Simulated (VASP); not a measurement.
VASP ran on this input.

**KPOINTS**
```
Automatic mesh
0
Gamma
16 16 16
0 0 0
```

**POSCAR**
```
Ag
1
    0.0000000000     1.9455423229     1.9455423229
    1.9455423229     0.0000000000     1.9455423229
    1.9455423229     1.9455423229     0.0000000000
Ag
1
Direct
  1.0000000000   0.0000000000   1.0000000000
```

### INCAR
```
! general
SYSTEM   =  Ag
PREC     =  Accurate
ENCUT    =  500   ! plane-wave cut-off (eV)
LREAL    =  .FALSE.   ! projection in real space or not
LASPH    =  .TRUE.   ! aspherical one-centre terms

! electronic loop
EDIFF    =  1E-6   ! SCF stop (eV)
NELM     =  100   ! most electronic steps
ALGO     =  Normal
LMAXMIX  =  4

! smearing
ISMEAR   =  1   ! Methfessel-Paxton
SIGMA    =  0.1   ! width (eV)

! functional
GGA      =  PE   ! PBE

! ions
IBRION   =  2   ! conjugate gradients
NSW      =  40
ISIF     =  3   ! ions, shape and volume
EDIFFG   =  -0.02   ! ionic stop
PSTRESS  =  300   ! kbar

! output
LWAVE    =  .FALSE.
LCHARG   =  .FALSE.
```

POTCAR, in this order: Ag (PBE.64 set). Program: vasp_std.

### Question
Write an equivalent input for Ansatz.

### Answer
One equivalent input (not run):
Ansatz 0.2 input:
```yaml
crystal:
  lattice:
    - [0.0000000, 1.9455423, 1.9455423]
    - [1.9455423, 0.0000000, 1.9455423]
    - [1.9455423, 1.9455423, 0.0000000]
  atoms:
    - { symbol: Ag, position: [1.0000000, 0.0000000, 1.0000000] }
kpoints:
  mp_grid: { grid: [16, 16, 16] }
hamiltonian:
  xc: pbe
  pseudopotentials: { kind: paw }
scf:
  occupations: { method: methfessel_paxton, width: 0.1 }
  max_iter: 100
relax:
  max_steps: 40
  f_tol: 0.02
  cell: { p_target: 30 }
output: { forces: true, stress: true, eigenvalues: true }
```
Limits of the translation: each code has its own PAW files, so the cut-off isn't converted (ENCUT is set for VASP's; basis.ecutwfc is left out, and Ansatz then takes the one that its files recommend); Ansatz stops its SCF on the density residual and VASP on the energy change (EDIFF).

The compound is Ag in the fcc structure. It was relaxed first under an external pressure of 30 GPa.
